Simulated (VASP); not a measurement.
Computed with HSE06 screened hybrid, VASP's PBE PAW potentials (set 64) (plane waves; VASP).

VASP input:

**KPOINTS**
```
Automatic mesh
0
Gamma
1 1 1
0 0 0
```

### POSCAR
```
Ga35CN35
1
    4.8683178927    -8.4321738171     0.0000000000
    4.8683178927     8.4321738171     0.0000000000
    0.0000000000     0.0000000000    10.5562839806
Ga N C
35 35 1
Direct
  0.2223480397   0.1110252401   0.2479170696
  0.1105217510   0.2222844373   0.9996666318
  0.2196193583   0.1107677927   0.7490001186
  0.1114765377   0.2240380744   0.5013206573
  0.2222117399   0.4437261645   0.2497815788
  0.1115947673   0.5563564249   0.0013743445
  0.2209913681   0.4443788664   0.7516576375
  0.1121089554   0.5574961201   0.5003859756
  0.2225083724   0.7781680600   0.2498534179
  0.1110269432   0.8888603352   0.9995854430
  0.2223932956   0.7781395941   0.7507391350
  0.1140224865   0.8899316651   0.5013229310
  0.5554998165   0.1110769297   0.2478505702
  0.4440999109   0.2213680881   0.9966150649
  0.5577396015   0.1107727310   0.7489643735
  0.5533358017   0.4397690134   0.2455738394
  0.4443735325   0.5564916560   0.9988652010
  0.5578090063   0.4489012187   0.7496158684
  0.4384240086   0.5530959016   0.5049328493
  0.5547164030   0.7761136654   0.2495504862
  0.4446853471   0.8888301730   0.9996040793
  0.5562936468   0.7793657675   0.7505321204
  0.4427190224   0.8897608177   0.5012652914
  0.8888925743   0.1110373809   0.2500293518
  0.7785452764   0.2223445247   0.9996966679
  0.8888231717   0.1109999362   0.7500948164
  0.7791848691   0.2240177091   0.5012539268
  0.8884103551   0.4438499719   0.2497186092
  0.7790760272   0.5565948026   0.9988816169
  0.8900608383   0.4443318303   0.7515964904
  0.7817416394   0.5534384682   0.5048120051
  0.8882747407   0.7762436434   0.2495833468
  0.7780791722   0.8893156168   0.0007141457
  0.8897782288   0.7794383643   0.7505578338
  0.7776550361   0.8885879043   0.4995011552
  0.2023144024   0.1021769104   0.4323293169
  0.1108396866   0.2223782527   0.1873524674
  0.2206866823   0.1105404498   0.9381231201
  0.1106429290   0.2232943569   0.6886423079
  0.2196991096   0.4444914952   0.4381831161
  0.1114316489   0.5559094976   0.1889217801
  0.2214350528   0.4445041360   0.9388036135
  0.1116436400   0.5565566709   0.6882757249
  0.2225497022   0.7783707432   0.4381624474
  0.1106920978   0.8879469130   0.1873700528
  0.2222443603   0.7777088489   0.9382996292
  0.1115422735   0.8891881624   0.6883472682
  0.5665200478   0.1019649083   0.4322527179
  0.4429048589   0.2190476074   0.1845526575
  0.5565935235   0.1105007630   0.9381139877
  0.4453810820   0.2241278154   0.7104036637
  0.4435212104   0.5551443458   0.1858824568
  0.5563404709   0.4457406910   0.9387335668
  0.4429611884   0.5574417264   0.6915746205
  0.5547260922   0.7761178976   0.4382791126
  0.4441340639   0.8879391511   0.1873552819
  0.5562142807   0.7785768315   0.9380913476
  0.4442776341   0.8891111310   0.6883113987
  0.8886230457   0.1105740873   0.4383502146
  0.7783700675   0.2224774320   0.1873372603
  0.8887788653   0.1108262780   0.9378721953
  0.7792636946   0.2232719885   0.6886201715
  0.8915375755   0.4445467996   0.4381253924
  0.7786169211   0.5553263709   0.1858737156
  0.8898838074   0.4445539250   0.9387495852
  0.7812072532   0.5575035887   0.6914937298
  0.8884221512   0.7764636442   0.4382741198
  0.7775133600   0.8882804502   0.1889222836
  0.8892243838   0.7786473999   0.9380424632
  0.7779223235   0.8891401155   0.6876070417
  0.5652648712   0.4636087253   0.4327565204
```

**INCAR**
```
! general
SYSTEM  =Ga35CN35
PREC    =Normal
ENCUT   =400   ! plane-wave cut-off (eV)
LREAL   =Auto   ! projection in real space or not
LASPH   =.True.   ! aspherical one-centre terms
ISYM    =0
NELECT  =283.0

! electronic loop
EDIFF   =1E-5
NELM    =50
NELMIN  =4
ALGO    =Normal
LMAXMIX =4   ! l cut-off of mixed one-centre charges

! smearing
ISMEAR  =0
SIGMA   =0.05

! functional
GGA     =PE
LHFCALC =.True.
AEXX    =0.25
HFSCREEN=0.2   ! 1/Angstrom
PRECFOCK=Fast

! spin
ISPIN   =2   ! spin-polarised
MAGMOM  =71*0.0423
NUPDOWN =3

! ions
ISIF    =0

! output
LWAVE   =.False.
LCHARG  =.False.
LORBIT  =10
```

POTCAR, in this order: Ga N C (PBE.64 set). Program: vasp_gam. Read from the step before: WAVECAR.

The resulting files:

### OSZICAR
```
       N       E                     dE             d eps       ncg     rms          rms(c)
DAV:   1    -0.516615983198E+03   -0.51662E+03   -0.23138E+01   736   0.123E+01    0.967E+00
DAV:   2    -0.516855061490E+03   -0.23908E+00   -0.12357E+00   848   0.216E+00    0.651E+00
DAV:   3    -0.516856728642E+03   -0.16672E-02   -0.45070E-01   816   0.139E+00    0.394E+00
DAV:   4    -0.516853752497E+03    0.29761E-02   -0.14275E-01   856   0.771E-01    0.230E+00
DAV:   5    -0.516848920640E+03    0.48319E-02   -0.71239E-02   816   0.501E-01    0.132E+00
DAV:   6    -0.516848470653E+03    0.44999E-03   -0.27668E-02   840   0.302E-01    0.813E-01
DAV:   7    -0.516845721361E+03    0.27493E-02   -0.14374E-02   896   0.286E-01    0.502E-01
DAV:   8    -0.516844506349E+03    0.12150E-02   -0.83321E-03   864   0.229E-01    0.314E-01
DAV:   9    -0.516843641149E+03    0.86520E-03   -0.23522E-03   912   0.138E-01    0.198E-01
DAV:  10    -0.516843218614E+03    0.42254E-03   -0.93423E-04   856   0.735E-02    0.122E-01
DAV:  11    -0.516843084858E+03    0.13376E-03   -0.45864E-04   800   0.403E-02    0.729E-02
DAV:  12    -0.516843109345E+03   -0.24487E-04   -0.57024E-04   864   0.329E-02    0.464E-02
DAV:  13    -0.516843225292E+03   -0.11595E-03   -0.62686E-04   852   0.267E-02    0.407E-02
DAV:  14    -0.516843356478E+03   -0.13119E-03   -0.65782E-04   912   0.277E-02    0.407E-02
DAV:  15    -0.516843493474E+03   -0.13700E-03   -0.67548E-04   912   0.285E-02    0.424E-02
DAV:  16    -0.516843634161E+03   -0.14069E-03   -0.69284E-04   896   0.272E-02    0.436E-02
DAV:  17    -0.516843786768E+03   -0.15261E-03   -0.75562E-04   888   0.270E-02    0.451E-02
DAV:  18    -0.516843961089E+03   -0.17432E-03   -0.85989E-04   904   0.279E-02    0.469E-02
DAV:  19    -0.516844166679E+03   -0.20559E-03   -0.10045E-03   936   0.295E-02    0.496E-02
DAV:  20    -0.516844411922E+03   -0.24524E-03   -0.11820E-03   920   0.309E-02    0.529E-02
DAV:  21    -0.516844704506E+03   -0.29258E-03   -0.14035E-03   936   0.334E-02    0.572E-02
DAV:  22    -0.516845052536E+03   -0.34803E-03   -0.16604E-03   920   0.364E-02    0.618E-02
DAV:  23    -0.516845464839E+03   -0.41230E-03   -0.19670E-03   936   0.399E-02    0.672E-02
DAV:  24    -0.516845950992E+03   -0.48615E-03   -0.23134E-03   920   0.435E-02    0.728E-02
DAV:  25    -0.516846521475E+03   -0.57048E-03   -0.27188E-03   952   0.476E-02    0.791E-02
DAV:  26    -0.516847187275E+03   -0.66580E-03   -0.31679E-03   928   0.518E-02    0.855E-02
DAV:  27    -0.516847959773E+03   -0.77250E-03   -0.36824E-03   952   0.566E-02    0.924E-02
DAV:  28    -0.516848849602E+03   -0.88983E-03   -0.42357E-03   928   0.614E-02    0.994E-02
DAV:  29    -0.516849866304E+03   -0.10167E-02   -0.48497E-03   952   0.667E-02    0.107E-01
DAV:  30    -0.516851016785E+03   -0.11505E-02   -0.54812E-03   928   0.719E-02    0.114E-01
DAV:  31    -0.516852304708E+03   -0.12879E-02   -0.61504E-03   944   0.777E-02    0.122E-01
DAV:  32    -0.516853728472E+03   -0.14238E-02   -0.67930E-03   936   0.830E-02    0.129E-01
DAV:  33    -0.516855280648E+03   -0.15522E-02   -0.74211E-03   944   0.886E-02    0.135E-01
DAV:  34    -0.516856946231E+03   -0.16656E-02   -0.79635E-03   936   0.937E-02    0.141E-01
DAV:  35    -0.516858703123E+03   -0.17569E-02   -0.84143E-03   944   0.987E-02    0.146E-01
DAV:  36    -0.516860521549E+03   -0.18184E-02   -0.87082E-03   928   0.102E-01    0.150E-01
DAV:  37    -0.516862366848E+03   -0.18453E-02   -0.88663E-03   936   0.106E-01    0.153E-01
DAV:  38    -0.516864200639E+03   -0.18338E-02   -0.88055E-03   944   0.108E-01    0.154E-01
DAV:  39    -0.516865982997E+03   -0.17824E-02   -0.85774E-03   928   0.109E-01    0.154E-01
DAV:  40    -0.516867677991E+03   -0.16950E-02   -0.81650E-03   944   0.109E-01    0.152E-01
DAV:  41    -0.516869254268E+03   -0.15763E-02   -0.76039E-03   912   0.107E-01    0.149E-01
DAV:  42    -0.516870689102E+03   -0.14348E-02   -0.69304E-03   936   0.104E-01    0.144E-01
DAV:  43    -0.516871967818E+03   -0.12787E-02   -0.61825E-03   920   0.100E-01    0.138E-01
DAV:  44    -0.516873084930E+03   -0.11171E-02   -0.54055E-03   936   0.951E-02    0.131E-01
DAV:  45    -0.516874042675E+03   -0.95775E-03   -0.46395E-03   920   0.895E-02    0.123E-01
DAV:  46    -0.516874850152E+03   -0.80748E-03   -0.39158E-03   944   0.833E-02    0.115E-01
DAV:  47    -0.516875520641E+03   -0.67049E-03   -0.32492E-03   912   0.768E-02    0.106E-01
DAV:  48    -0.516876069955E+03   -0.54931E-03   -0.26632E-03   944   0.703E-02    0.977E-02
DAV:  49    -0.516876514816E+03   -0.44486E-03   -0.21511E-03   908   0.638E-02    0.891E-02
DAV:  50    -0.516876871461E+03   -0.35665E-03   -0.17237E-03   928   0.576E-02
   1 F= -.51687687E+03 E0= -.51687687E+03  d E =-.915803E-11  mag=     3.0000
```

**OUTCAR**
```
------------------------ aborting loop EDIFF was not reached (unconverged)  ----------------------------
  volume of cell :      866.68
      direct lattice vectors                 reciprocal lattice vectors
     4.868317893 -8.432173817  0.000000000     0.102704879 -0.059296690  0.000000000
     4.868317893  8.432173817  0.000000000     0.102704879  0.059296690  0.000000000
     0.000000000  0.000000000 10.556283981     0.000000000  0.000000000  0.094730305
  FREE ENERGIE OF THE ION-ELECTRON SYSTEM (eV)
  ---------------------------------------------------
  free  energy   TOTEN  =      -516.8768714612 eV

  energy  without entropy=     -516.8768714612  energy(sigma->0) =     -516.87687146

  exchange ACFDT corr.  =         0.00000000  see jH, gK, PRB 81, 115126

 total charge

# of ion       s       p       d       tot
------------------------------------------
    1        1.012   1.411   0.386   2.809
    2        1.010   1.399   0.386   2.795
    3        1.014   1.420   0.391   2.825
    4        1.019   1.423   0.390   2.832
    5        1.008   1.389   0.379   2.776
    6        1.010   1.397   0.385   2.792
    7        1.012   1.406   0.388   2.806
    8        1.017   1.407   0.389   2.813
    9        1.009   1.394   0.383   2.786
   10        1.010   1.398   0.386   2.794
   11        1.009   1.396   0.384   2.789
   12        1.020   1.415   0.384   2.818
   13        1.012   1.408   0.386   2.806
   14        1.007   1.391   0.384   2.783
   15        1.015   1.422   0.391   2.828
   16        1.038   1.448   0.361   2.847
   17        1.011   1.399   0.386   2.796
   18        1.013   1.414   0.389   2.816
   19        1.048   1.452   0.365   2.865
   20        1.006   1.384   0.379   2.769
   21        1.010   1.398   0.385   2.794
   22        1.011   1.400   0.387   2.799
   23        1.019   1.411   0.385   2.816
   24        1.007   1.385   0.379   2.771
   25        1.010   1.398   0.386   2.794
   26        1.010   1.396   0.385   2.792
   27        1.019   1.425   0.390   2.834
   28        1.007   1.388   0.380   2.775
   29        1.011   1.402   0.387   2.800
   30        1.012   1.405   0.387   2.805
   31        1.048   1.445   0.364   2.857
   32        1.006   1.383   0.378   2.768
   33        1.008   1.391   0.381   2.780
   34        1.011   1.402   0.387   2.800
   35        1.006   1.384   0.378   2.769
   36        1.268   2.325   0.000   3.593
   37        1.226   2.454   0.000   3.680
   38        1.227   2.451   0.000   3.678
   39        1.225   2.460   0.000   3.684
   40        1.229   2.452   0.000   3.681
   41        1.226   2.453   0.000   3.679
   42        1.226   2.456   0.000   3.682
   43        1.226   2.453   0.000   3.679
   44        1.226   2.459   0.000   3.684
   45        1.226   2.451   0.000   3.678
   46        1.225   2.455   0.000   3.680
   47        1.225   2.458   0.000   3.683
   48        1.270   2.323   0.000   3.593
   49        1.226   2.454   0.000   3.680
   50        1.226   2.452   0.000   3.678
   51        1.267   2.333   0.000   3.600
   52        1.230   2.443   0.000   3.673
   53        1.227   2.449   0.000   3.676
   54        1.226   2.461   0.000   3.687
   55        1.237   2.416   0.000   3.653
   56        1.227   2.450   0.000   3.677
   57        1.226   2.456   0.000   3.682
   58        1.225   2.457   0.000   3.682
   59        1.233   2.435   0.000   3.669
   60        1.226   2.453   0.000   3.680
   61        1.225   2.456   0.000   3.681
   62        1.225   2.459   0.000   3.684
   63        1.230   2.450   0.000   3.680
   64        1.227   2.450   0.000   3.677
   65        1.226   2.456   0.000   3.682
   66        1.228   2.456   0.000   3.684
   67        1.238   2.414   0.000   3.652
   68        1.226   2.451   0.000   3.676
   69        1.226   2.456   0.000   3.682
   70        1.225   2.453   0.000   3.679
   71        0.912   1.363   0.000   2.275
--------------------------------------------------
tot         79.482 135.960  13.412 228.854

 magnetization (x)

# of ion       s       p       d       tot
------------------------------------------
    1       -0.007  -0.012   0.011  -0.007
    2       -0.001   0.001   0.002   0.002
    3       -0.007  -0.013   0.010  -0.010
    4       -0.008  -0.011   0.013  -0.006
    5       -0.002  -0.003   0.003  -0.002
    6       -0.001  -0.001   0.001  -0.001
    7       -0.001   0.001   0.002   0.001
    8       -0.003   0.003   0.006   0.006
    9       -0.001  -0.001   0.001  -0.000
   10       -0.001   0.001   0.002   0.002
   11       -0.001  -0.001   0.001  -0.001
   12       -0.010  -0.018   0.012  -0.016
   13       -0.007  -0.010   0.011  -0.006
   14       -0.001  -0.005  -0.001  -0.008
...
```
(Selected blocks of OUTCAR.)

### stdout
```
...
DAV:  31    -0.516852304708E+03   -0.12879E-02   -0.61504E-03   944   0.777E-02    0.122E-01
DAV:  32    -0.516853728472E+03   -0.14238E-02   -0.67930E-03   936   0.830E-02    0.129E-01
DAV:  33    -0.516855280648E+03   -0.15522E-02   -0.74211E-03   944   0.886E-02    0.135E-01
DAV:  34    -0.516856946231E+03   -0.16656E-02   -0.79635E-03   936   0.937E-02    0.141E-01
DAV:  35    -0.516858703123E+03   -0.17569E-02   -0.84143E-03   944   0.987E-02    0.146E-01
DAV:  36    -0.516860521549E+03   -0.18184E-02   -0.87082E-03   928   0.102E-01    0.150E-01
DAV:  37    -0.516862366848E+03   -0.18453E-02   -0.88663E-03   936   0.106E-01    0.153E-01
DAV:  38    -0.516864200639E+03   -0.18338E-02   -0.88055E-03   944   0.108E-01    0.154E-01
DAV:  39    -0.516865982997E+03   -0.17824E-02   -0.85774E-03   928   0.109E-01    0.154E-01
DAV:  40    -0.516867677991E+03   -0.16950E-02   -0.81650E-03   944   0.109E-01    0.152E-01
DAV:  41    -0.516869254268E+03   -0.15763E-02   -0.76039E-03   912   0.107E-01    0.149E-01
DAV:  42    -0.516870689102E+03   -0.14348E-02   -0.69304E-03   936   0.104E-01    0.144E-01
DAV:  43    -0.516871967818E+03   -0.12787E-02   -0.61825E-03   920   0.100E-01    0.138E-01
DAV:  44    -0.516873084930E+03   -0.11171E-02   -0.54055E-03   936   0.951E-02    0.131E-01
DAV:  45    -0.516874042675E+03   -0.95775E-03   -0.46395E-03   920   0.895E-02    0.123E-01
DAV:  46    -0.516874850152E+03   -0.80748E-03   -0.39158E-03   944   0.833E-02    0.115E-01
DAV:  47    -0.516875520641E+03   -0.67049E-03   -0.32492E-03   912   0.768E-02    0.106E-01
DAV:  48    -0.516876069955E+03   -0.54931E-03   -0.26632E-03   944   0.703E-02    0.977E-02
DAV:  49    -0.516876514816E+03   -0.44486E-03   -0.21511E-03   908   0.638E-02    0.891E-02
DAV:  50    -0.516876871461E+03   -0.35665E-03   -0.17237E-03   928   0.576E-02

 -----------------------------------------------------------------------------
|                                                                             |
|           W    W    AA    RRRRR   N    N  II  N    N   GGGG   !!!           |
|           W    W   A  A   R    R  NN   N  II  NN   N  G    G  !!!           |
|           W    W  A    A  R    R  N N  N  II  N N  N  G       !!!           |
|           W WW W  AAAAAA  RRRRR   N  N N  II  N  N N  G  GGG   !            |
|           WW  WW  A    A  R   R   N   NN  II  N   NN  G    G                |
|           W    W  A    A  R    R  N    N  II  N    N   GGGG   !!!           |
|                                                                             |
|     The electronic self-consistency was not achieved in the given           |
|     number of steps (NELM). The forces and other quantities evaluated       |
|     might not be reliable so examine the results carefully. If you find     |
|     spurious results, we suggest increasing NELM, if you were close to      |
|     convergence or switching to a different ALGO or adjusting the           |
|     density mixing parameters otherwise.                                    |
|                                                                             |
 -----------------------------------------------------------------------------

   1 F= -.51687687E+03 E0= -.51687687E+03  d E =-.915803E-11  mag=     3.0000
```

Convergence was not reached.

The cell is charged, with a uniform compensating background. The supercell is sampled at Γ alone, which is coarse: total energies, pressure and levels can be off, energies of defects by several tenths of an eV.

The cell is a supercell with a defect, built from GaN (wurtzite): C_N-vac_Ga, charge +1. The cell's shape comes from a PBE relaxation.
